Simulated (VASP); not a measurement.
```
CELL_PARAMETERS angstrom
      0.00000     3.14980     3.14980
      3.14980     0.00000     3.14980
      3.14980     3.14980     0.00000
ATOMIC_POSITIONS crystal
  C  0.00000 0.00000 0.00000
  Ru 0.50000 0.50000 0.50000
  Ru 0.25000 0.25000 0.25000
  Ru 0.75000 0.75000 0.75000
```

The base run (VASP): PBE GGA, plane waves, VASP's PBE PAW potentials (set 64). Numerical set-up: 520 eV cut-off, 6×6×6 Γ-centred mesh, Gaussian smearing of 0.050 eV, potentials C Ru_pv.

One setting is varied; ΔE counts from the most expensive setting. The base run took about 20 core-seconds. The timings are rough (shared machines, no repeats); factors under 2 mean little.

The pressure holds a Pulay error that falls with the cut-off, as the column shows.

```json
[
 {"setting": "ENCUT = 250", "cost over the base run": "about 1/3", "electronic steps": "14", "ΔE (meV/atom)": "-41.2", "pressure (GPa)": "-43.57"},
 {"setting": "ENCUT = 450", "cost over the base run": "within a factor of 2", "electronic steps": "14", "ΔE (meV/atom)": "0.2", "pressure (GPa)": "-36.26"},
 {"setting": "ENCUT = 350", "cost over the base run": "within a factor of 2", "electronic steps": "14", "ΔE (meV/atom)": "-2.2", "pressure (GPa)": "-38.21"},
 {"setting": "ENCUT = 400", "cost over the base run": "within a factor of 2", "electronic steps": "14", "ΔE (meV/atom)": "0.1", "pressure (GPa)": "-37.06"},
 {"setting": "base run", "cost over the base run": "reference", "electronic steps": "14", "ΔE (meV/atom)": "0.4", "pressure (GPa)": "-36.10"},
 {"setting": "ENCUT = 600", "cost over the base run": "within a factor of 2", "electronic steps": "14", "ΔE (meV/atom)": "0.4", "pressure (GPa)": "-36.14"},
 {"setting": "ENCUT = 750", "cost over the base run": "within a factor of 2", "electronic steps": "14", "ΔE (meV/atom)": "0.1", "pressure (GPa)": "-36.05"},
 {"setting": "ENCUT = 800", "cost over the base run": "within a factor of 2", "electronic steps": "14", "ΔE (meV/atom)": "0.0", "pressure (GPa)": "-36.04"}
]
```

Left out are runs that failed, have no time on record or changed the cell.

The structure was generated: Ru3C was put into the D03 type (Fm-3m), which need not be its known phase. The cell was not relaxed at this level.
